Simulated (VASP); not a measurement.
Computed with PBE GGA, VASP's PBE PAW potentials (set 64) (plane waves; VASP).

VASP input:

**INCAR**
```
SYSTEM = CsSnI3
PREC = Accurate
ENCUT = 300
EDIFF = 1E-6
NELM = 100
ALGO = Normal
LREAL = Auto
LASPH = .TRUE.
ISMEAR = 0
SIGMA = 0.01
GGA = PE
LMAXMIX = 4
LWAVE = .FALSE.
LCHARG = .FALSE.
ISIF = 2
NEDOS = 601
LORBIT = 11
```

**KPOINTS**
```
Automatic
0
G
3 5 2
0.5 0.5 0.5
```

### POSCAR
```
CsSnI3
1
   10.4387050000     0.0000000000     0.0000000000
    0.0000000000     4.7110280000     0.0000000000
    0.0000000000     0.0000000000    17.6951310000
Cs Sn I
4 4 12
Direct
  0.5841500000   0.2500000000   0.1699000000
  0.4158500000   0.7500000000   0.8301000000
  0.9158500000   0.7500000000   0.6699000000
  0.0841500000   0.2500000000   0.3301000000
  0.8413600000   0.2500000000   0.9381000000
  0.1586400000   0.7500000000   0.0619000000
  0.6586400000   0.7500000000   0.4381000000
  0.3413600000   0.2500000000   0.5619000000
  0.5268500000   0.7500000000   0.6156000000
  0.4731500000   0.2500000000   0.3844000000
  0.9731500000   0.2500000000   0.1156000000
  0.0268500000   0.7500000000   0.8844000000
  0.7940100000   0.7500000000   0.2913600000
  0.2059900000   0.2500000000   0.7086400000
  0.7059900000   0.2500000000   0.7913600000
  0.2940100000   0.7500000000   0.2086400000
  0.6661100000   0.7500000000   0.9986300000
  0.3338900000   0.2500000000   0.0013700000
  0.8338900000   0.2500000000   0.4986300000
  0.1661100000   0.7500000000   0.5013700000
```

POTCAR, in this order: Cs_sv Sn_d I (PBE.64 set). Program: vasp_std.

Output

### OSZICAR
```
       N       E                     dE             d eps       ncg     rms          rms(c)
DAV:   1     0.127935504329E+04    0.12794E+04   -0.53900E+04  1404   0.105E+03
DAV:   2     0.123328704415E+03   -0.11560E+04   -0.11114E+04  1477   0.267E+02
DAV:   3    -0.485190798960E+02   -0.17185E+03   -0.17020E+03  1503   0.127E+02
DAV:   4    -0.567911482560E+02   -0.82721E+01   -0.82362E+01  1432   0.327E+01
DAV:   5    -0.571212755266E+02   -0.33013E+00   -0.32987E+00  1624   0.626E+00    0.821E+00
DAV:   6    -0.560685397818E+02    0.10527E+01   -0.14612E+00  1536   0.380E+00    0.577E+00
DAV:   7    -0.560482299467E+02    0.20310E-01   -0.15384E+00  1536   0.285E+00    0.206E+00
DAV:   8    -0.560449624509E+02    0.32675E-02   -0.26126E-01  1416   0.156E+00    0.135E+00
DAV:   9    -0.560475558471E+02   -0.25934E-02   -0.16525E-02  1520   0.422E-01    0.769E-01
DAV:  10    -0.560492786236E+02   -0.17228E-02   -0.89867E-03  1408   0.252E-01    0.125E-01
DAV:  11    -0.560495978535E+02   -0.31923E-03   -0.90063E-04  1544   0.918E-02    0.122E-01
DAV:  12    -0.560497298344E+02   -0.13198E-03   -0.17386E-04  1520   0.390E-02    0.691E-02
DAV:  13    -0.560498534540E+02   -0.12362E-03   -0.21666E-04  1496   0.346E-02    0.465E-02
DAV:  14    -0.560498797386E+02   -0.26285E-04   -0.50547E-05  1312   0.193E-02    0.308E-02
DAV:  15    -0.560498791655E+02    0.57311E-06   -0.11474E-05  1240   0.871E-03    0.717E-03
DAV:  16    -0.560498795349E+02   -0.36935E-06   -0.31810E-06  1056   0.439E-03
   1 F= -.56049880E+02 E0= -.56049880E+02  d E =-.296475E-17
```

### OUTCAR
```
------------------------ aborting loop because EDIFF is reached ----------------------------------------
  FORCE on cell =-STRESS in cart. coord.  units (eV):
  Direction    XX          YY          ZZ          XY          YZ          ZX
  --------------------------------------------------------------------------------------
  Total        7.3109952      7.2414780      7.4210975      0.0000000      0.0000000      0.0000000
  in kB       13.4608037     13.3328105     13.6635209      0.0000000      0.0000000      0.0000000
  external PRESSURE =      13.4857117 kB  Pullay stress =       0.0000000 kB
  volume of cell :      870.19
      direct lattice vectors                 reciprocal lattice vectors
    10.438705000  0.000000000  0.000000000     0.095797324  0.000000000  0.000000000
     0.000000000  4.711028000  0.000000000     0.000000000  0.212267896  0.000000000
     0.000000000  0.000000000 17.695131000     0.000000000  0.000000000  0.056512721
 POSITION                                       TOTAL-FORCE (eV/Angst)
 -----------------------------------------------------------------------------------
      6.09777      1.17776      3.00640         0.005263     -0.000000     -0.005023
      4.34094      3.53327     14.68873        -0.005263      0.000000      0.005023
      9.56029      3.53327     11.85397        -0.005263     -0.000000     -0.005023
      0.87842      1.17776      5.84116         0.005263      0.000000      0.005023
      8.78271      1.17776     16.59980         0.124229     -0.000000      0.174385
      1.65600      3.53327      1.09533        -0.124229      0.000000     -0.174385
      6.87535      3.53327      7.75224        -0.124229      0.000000      0.174385
      3.56336      1.17776      9.94289         0.124229     -0.000000     -0.174385
      5.49963      3.53327     10.89312         0.141293     -0.000000      0.086341
      4.93907      1.17776      6.80201        -0.141293     -0.000000     -0.086341
     10.15843      1.17776      2.04556        -0.141293      0.000000      0.086341
      0.28028      3.53327     15.64957         0.141293     -0.000000     -0.086341
      8.28844      3.53327      5.15565         0.129003     -0.000000     -0.216042
      2.15027      1.17776     12.53948        -0.129003     -0.000000      0.216042
      7.36962      1.17776     14.00322        -0.129003      0.000000     -0.216042
      3.06908      3.53327      3.69191         0.129003      0.000000      0.216042
      6.95333      3.53327     17.67089        -0.139562     -0.000000      0.088739
      3.48538      1.17776      0.02424         0.139562     -0.000000     -0.088739
      8.70473      1.17776      8.82332         0.139562      0.000000      0.088739
      1.73397      3.53327      8.87181        -0.139562     -0.000000     -0.088739
 -----------------------------------------------------------------------------------
    total drift:                                0.000000      0.000000     -0.000000
  FREE ENERGIE OF THE ION-ELECTRON SYSTEM (eV)
  ---------------------------------------------------
  free  energy   TOTEN  =       -56.0498795349 eV

  energy  without entropy=      -56.0498795349  energy(sigma->0) =      -56.04987953

 total charge

# of ion       s       p       d       tot
------------------------------------------
    1        1.845   4.713   0.029   6.587
    2        1.845   4.713   0.029   6.587
    3        1.845   4.713   0.029   6.587
    4        1.845   4.713   0.029   6.587
    5        1.441   0.599   9.978  12.017
    6        1.441   0.599   9.978  12.017
    7        1.441   0.599   9.978  12.017
    8        1.441   0.599   9.978  12.017
    9        1.511   2.778   0.011   4.301
   10        1.511   2.778   0.011   4.301
   11        1.511   2.778   0.011   4.301
   12        1.511   2.778   0.011   4.301
   13        1.505   2.814   0.008   4.328
   14        1.505   2.814   0.008   4.328
   15        1.505   2.814   0.008   4.328
   16        1.505   2.814   0.008   4.328
   17        1.508   2.795   0.010   4.313
   18        1.508   2.795   0.010   4.313
   19        1.508   2.795   0.010   4.313
   20        1.508   2.795   0.010   4.313
--------------------------------------------------
tot         31.242  54.797  40.144 126.183
```
(Selected blocks of OUTCAR.)

At this cut-off the stress carries a Pulay error, which pulls relaxed volumes low.

The structure comes from a computed database's CsSnI3 entry; how it stands against other phases isn't given here. The cell was not relaxed at this level. The run is one of a series of settings (NEDOS = 601, KPOINTS 3×5×2 Γ-centred mesh shifted by (0.5, 0.5, 0.5) against the base run), some of them coarse on purpose.
